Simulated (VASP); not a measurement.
Here is a VASP 6.6.1 calculation.

File INCAR:

```
SYSTEM = MnIn11As12
PREC = Accurate ; ENCUT = 350
EDIFF = 1E-5 ; ISMEAR = 0
SIGMA = 0.03 ; LREAL = Auto
LASPH = .TRUE. ; NELM = 120
ALGO = Normal ; ISIF = 2
LWAVE = .FALSE. ; LCHARG = .FALSE.
ISPIN = 2 ; MAGMOM = 4 0 0 0 0 0 0 0 0 0 0 0 0 0 0 0 0 0 0 0 0 0 0 0
LORBIT = 11 ; NUPDOWN = 4
LMAXMIX = 4 ; LDAU = .TRUE.
LDAUTYPE = 2 ; LDAUL = 2 -1 -1
LDAUU = 5.5 0 0 ; LDAUJ = 0 0 0
LDAUPRINT = 1 ; GGA = PS
ISYM = 0
```

Contents of KPOINTS:

```
Automatic mesh
0
G
  2 2 2
  0 0 0
```

The input POSCAR:

```
MnIn11As12                              
1.0
    0.0000000000      9.0870000000      9.0870000000
    6.0580000000      0.0000000000      6.0580000000
    6.0580000000      6.0580000000      0.0000000000
  Mn              In              As            
     1    11    12
Direct
     0.0007394692045569    0.0005139464997697    0.9989236872679456
     0.0022548591339791    0.0019528437463124    0.4983136725807635
     0.0027168698038575    0.4972374300141095    0.0019872009239870
     0.0018907145960270    0.4982728550887454    0.4960152000839403
     0.3310749929299384    0.9995439210295362    0.0008766237340515
     0.3313621071038940    0.0010967155898606    0.4983171946799432
     0.3315784771922404    0.5023828166538321    0.9993935667621129
     0.3323366983402285    0.4995052755867050    0.5009797176941382
     0.6680477945803255    0.0023525592468603    0.0026933409405118
     0.6670091472547590    0.0021665742552928    0.4976648795123144
     0.6688220441446885    0.4954538037059549    0.0013440771110855
     0.6685830862036654    0.4989966819403980    0.4994898704931391
     0.0811517997963950    0.1207205933720098    0.1219436535204007
     0.0818771233123042    0.1214639573476803    0.6358210277152909
     0.0822048555817859    0.6373783731349213    0.1192987647295799
     0.0824408808220147    0.6252477864582121    0.6253180539152977
     0.4175453613172774    0.1257246778875324    0.1222157360485533
     0.4168185274280001    0.1236576616067958    0.6246885218889231
     0.4183097168854154    0.6233707127721266    0.1250069210678110
     0.4182265721358472    0.6245715758543722    0.6231364476498457
     0.7606315221735948    0.1199614752869656    0.1223825283031281
     0.7517357890824033    0.1233828692420891    0.6261916364055071
     0.7520356172049760    0.6254996789934377    0.1237150483471192
     0.7514899737718217    0.6253432146864594    0.6246906286246265
```

Potentials or basis: VASP PAW PBE potentials, release 64 (Mn_pv, In_d, As).

Run with:

```bash
$ cat potpaw_PBE.64/Mn_pv/POTCAR potpaw_PBE.64/In_d/POTCAR potpaw_PBE.64/As/POTCAR > POTCAR
$ mpirun -np 1 vasp_std > vasp.out
```

Q: Estimate the pressure.

A: 0.3 GPa.

Q: What does it give for the largest force?

A: 0.231 eV/Å.

Forces on the atoms (eV/Å):
```
Mn  -0.006  0.020  0.017
In  -0.017 -0.008  0.047
In  -0.003  0.045 -0.007
In  -0.045  0.014  0.007
In   0.050 -0.011 -0.005
In   0.025 -0.034 -0.010
In   0.007 -0.001 -0.051
In  -0.007 -0.002  0.001
In   0.036  0.005 -0.008
In  -0.015 -0.039  0.002
In   0.010  0.008 -0.038
In   0.004 -0.019 -0.005
As   0.118  0.123  0.133
As  -0.124 -0.122  0.122
As  -0.119  0.120 -0.134
As  -0.003  0.014  0.018
As  -0.028  0.030  0.012
As  -0.007  0.022  0.011
As  -0.006 -0.006  0.026
As   0.006  0.004  0.009
As   0.114 -0.153 -0.130
As   0.007 -0.009  0.000
As  -0.004 -0.004 -0.010
As   0.006  0.003 -0.007
```

Caveat: the k mesh is coarse (spacing up to 0.45 Å⁻¹), so the values aren't converged; the PAW data sets were made with another functional, which shifts forces and pressure a little; the total moment is fixed, so each spin has its own Fermi level; only a ferromagnetic start was run, and an antiferromagnetic order may lie lower in energy; the U is typed as a test and isn't derived for this compound. The state reached can hang on the start; a lower one may exist.
